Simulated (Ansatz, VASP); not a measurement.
# Mg2C: VASP beside Ansatz, part 2 of 2

Wanted: the spread between two codes on one cell, functional and k mesh. The cell is generated by rule, not measured, and may not be a known phase. The cell is taken from a series of runs on this material, whose earlier steps may have relaxed, scaled, displaced or heated it; both programs get it as it stands.

VASP 6.6.1 and Ansatz 0.2.0.

So far: The starting structure; VASP: relaxation of cell and atoms, PBE, pair 1; Ansatz: relaxation of cell and atoms, PBE, pair 1; Side by side.

## 5. Ansatz: relaxation of cell and atoms, PBE, pair 2

Level of this step: Ansatz beside VASP: Kohn-Sham DFT, plane waves, PBE (Ansatz).

The relaxed volume is the usual yardstick between codes: in a stiff, nearly cubic crystal its relative difference is about their pressure difference at one cell divided by the bulk modulus.

The cell is taken from a series of runs on this material, whose earlier steps may have relaxed, scaled, displaced or heated it; both programs get it as it stands.

Contents of input.yaml:

```yaml
crystal:
  lattice:
    - [4.8273341142, 0.0, 0.0]
    - [0.0, 4.8273341142, 0.0]
    - [0.0, 0.0, 4.8273341142]
  atoms:
    - { symbol: C, position: [0.0, 0.0, 0.0] }
    - { symbol: C, position: [0.5, 0.5, 0.5] }
    - { symbol: Mg, position: [0.25, 0.25, 0.25] }
    - { symbol: Mg, position: [0.75, 0.75, 0.25] }
    - { symbol: Mg, position: [0.75, 0.25, 0.75] }
    - { symbol: Mg, position: [0.25, 0.75, 0.75] }
kpoints:
  mp_grid: { grid: [6, 6, 6] }
hamiltonian:
  xc: pbe
scf:
  occupations: { method: gaussian, width: 0.1 }
output:
  forces: true
  stress: true
  eigenvalues: true
  write_density: true
  write_potential: true
  elf: true
  volumetric_format: npy
relax:
  adjacent_minimum: "off"
  f_tol: 0.005
  max_steps: 80
  cell: { stress_tol: 0.05 }
```

Command:

```
$ ansatz run input.yaml --threads 8 --pin off --max-ram 14336MiB --backend cpu --events-out ev --progress --plain --runs-dir out
```

Numbers of over 12 decimals in the logs are rounded to 6 here.

The program printed:

```text
[...]
Crystal: 6 atoms, lattice volume = 112.492 Å³
Basis set: ecut = 420 eV, 2205 PW (Γ), exchange–correlation on 72×72×72 points (8 copies of the dense FFT grid, shifted against one another)
Bands: 30, of which v1, the nominal top of the filled ones, is band 24 counted from 1 (23 counted from 0)
Symmetry: 48 space group operations
[...]
k-points: 20 of 216
[...]
cell:  # Å, volume = 113.3097 Å³
    - [4.839000, 0, 0]
    - [0, 4.839000, 0]
    - [0, 0, 4.839000]
  atoms:
    - { symbol: C, position: [0, 0, 0] }
    - { symbol: C, position: [0.5, 0.5, 0.5] }
    - { symbol: Mg, position: [0.25, 0.25, 0.25] }
    - { symbol: Mg, position: [0.750000, 0.750000, 0.25] }
    - { symbol: Mg, position: [0.750000, 0.25, 0.750000] }
    - { symbol: Mg, position: [0.25, 0.750000, 0.750000] }
[key lines of the parts left out:]
SCF converged after 8 iterations
Free energy (F): -8193.223259 eV
Fermi energy:    4.485930 eV
P = ⅓ Tr σ = 0.0076 GPa (0.076 kbar)
```

## 6. VASP: relaxation of cell and atoms, PBE, pair 2

The same cell, functional, mesh and smearing now go to VASP, with its own data sets.

Contents of INCAR:

```
SYSTEM = Mg2C
PREC = Accurate
ENCUT = 600
EDIFF = 1E-07
NELM = 120
ISMEAR = 0
SIGMA = 0.1
LREAL = .FALSE.
ALGO = Normal
GGA = PE
NBANDS = 14
LORBIT = 11
LWAVE = .FALSE.
LCHARG = .FALSE.
ISIF = 3
IBRION = 2
NSW = 80
EDIFFG = -0.005
LASPH = .TRUE.
GGA_COMPAT = .FALSE.
NELMIN = 4
KPAR = 2
```

Contents of POSCAR:

```
Mg2C
1.0
    4.8273340000      0.0000000000      0.0000000000
    0.0000000000      4.8273340000      0.0000000000
    0.0000000000      0.0000000000      4.8273340000
C Mg
2 4
Direct
    0.0000000000      0.0000000000      0.0000000000
    0.5000000000      0.5000000000      0.5000000000
    0.2500001036      0.2500001036      0.2500001036
    0.7500001036      0.7500001036      0.2500001036
    0.7500001036      0.2500001036      0.7500001036
    0.2500001036      0.7500001036      0.7500001036
```

Contents of KPOINTS:

```
Automatic mesh
0
Gamma
6 6 6
0 0 0
```

Potentials, in the order of the species: C and Mg (PBE family, release 64).

Command:

```
$ mpirun -np 2 vasp_std
```

The program printed:

```text
[... set-up lines as in an earlier step ...]
 entering main loop
       N       E                     dE             d eps       ncg     rms          rms(c)
DAV:   1     0.350307561321E+02    0.35031E+02   -0.59747E+03   560   0.100E+03
DAV:   2    -0.209635454400E+02   -0.55994E+02   -0.48490E+02   810   0.130E+02
DAV:   3    -0.288066697910E+02   -0.78431E+01   -0.77237E+01   688   0.488E+01
DAV:   4    -0.289636305572E+02   -0.15696E+00   -0.15684E+00   632   0.840E+00
[...]
DAV:  13    -0.206247435352E+02    0.36433E-05   -0.12816E-05   644   0.208E-02    0.192E-03
DAV:  14    -0.206247436097E+02   -0.74414E-07   -0.11471E-06   676   0.664E-03    0.200E-03
DAV:  15    -0.206247435394E+02    0.70287E-07   -0.22972E-07   534   0.286E-03
   1 F= -.20624744E+02 E0= -.20624141E+02  d E =-.206247E+02
[...]
N       E                     dE             d eps       ncg     rms          rms(c)
DAV:   1    -0.206267992419E+02   -0.20556E-02   -0.20806E-02   584   0.101E+00    0.198E-01
DAV:   2    -0.206255836156E+02    0.12156E-02   -0.47453E-03   644   0.385E-01    0.359E-02
DAV:   3    -0.206255590172E+02    0.24598E-04   -0.33392E-04   608   0.114E-01    0.164E-02
DAV:   4    -0.206255495912E+02    0.94260E-05   -0.28796E-05   656   0.312E-02    0.102E-02
DAV:   5    -0.206255459350E+02    0.36562E-05   -0.97027E-06   632   0.157E-02    0.276E-03
DAV:   6    -0.206255458465E+02    0.88495E-07   -0.50845E-07   614   0.489E-03
   2 F= -.20625546E+02 E0= -.20624941E+02  d E =-.802307E-03
 trial-energy change:   -0.000802  1 .order   -0.000812   -0.001629    0.000005
 step:   0.9965(harm=  0.9966)  dis= 0.00000  next Energy=   -20.625546 (dE=-0.802E-03)
 reached required accuracy - stopping structural energy minimisation
```

From OUTCAR (step 6):

```text
  Total       -0.0008772     -0.0008772     -0.0008772     -0.0000000     -0.0000000      0.0000000
  in kB       -0.0124153     -0.0124153     -0.0124153     -0.0000000     -0.0000000      0.0000000
  external PRESSURE =      -0.0124153 kB  Pullay stress =       0.0000000 kB

 POSITION                                       TOTAL-FORCE (eV/Angst)
 -----------------------------------------------------------------------------------
      4.83742      0.00000      4.83742        -0.000000     -0.000000     -0.000000
      2.41871      2.41871      2.41871         0.000000      0.000000      0.000000
      1.20936      1.20936      1.20936         0.000000      0.000000      0.000000
      3.62807      3.62807      1.20936        -0.000000      0.000000     -0.000000
      3.62807      1.20936      3.62807         0.000000     -0.000000      0.000000
      1.20936      3.62807      3.62807        -0.000000      0.000000      0.000000
 -----------------------------------------------------------------------------------
    total drift:                                0.000029      0.000029      0.000029

  FREE ENERGIE OF THE ION-ELECTRON SYSTEM (eV)
  ---------------------------------------------------
  free  energy   TOTEN  =       -20.6255458465 eV

  energy  without entropy=      -20.6243368397  energy(sigma->0) =      -20.62494134

[... 2 parts as in an earlier step ...]

[... 2 further parts left out ...]
[key lines of the parts left out:]
E-fermi :   1.6869
```

## 7. Side by side

What differs besides the data sets and the points named for the pairs above, as far as they apply: the data sets hold 48 valence electrons in Ansatz (on its default PAW (the set named soft_2) files) and 16 in VASP. Total energies have different zeros and are not compared.

Both answers:

| quantity | Ansatz | VASP | difference |
| --- | --- | --- | --- |
| volume (Å³) | 113.31 | 113.20 | +0.10 % |
| edge a after relaxation, in the typed setting (Å) | 4.839 | 4.837 | +0.03 % |

## 8. Results

```json
{
  "difference in volume (relaxation of cell and atoms, PBE, pair 1)": "0.11 %",
  "difference in volume (relaxation of cell and atoms, PBE, pair 2)": "0.098 %"
}
```

What this shows: The difference in volume is 0.11 % (relaxation of cell and atoms, PBE, pair 1), within the 1.2 % picked in this series as the mark of a large difference, as far as the stopping tolerances let one tell. The data sets hold unlike numbers of valence electrons (48 in Ansatz and 16 in VASP), so part of the differences comes from the potentials. 3 further runs of this series are not shown here. Such differences can come from data sets, numerical settings and the points named under the comparisons, not from the functional's error against experiment.

[Lines on the potential files, build, host, timing and source positions are cut from VASP's logs without a mark.]

[Logs are printed without paths, hosts, clocks, repeated set-up lines and the standing remarks that a program may print on its own settings, such as how far it seeks lower states.]

[Hosts, paths, dates, database ids (printed as entryN), source tags and the programs' standing remarks are cut or masked in the printed files.]
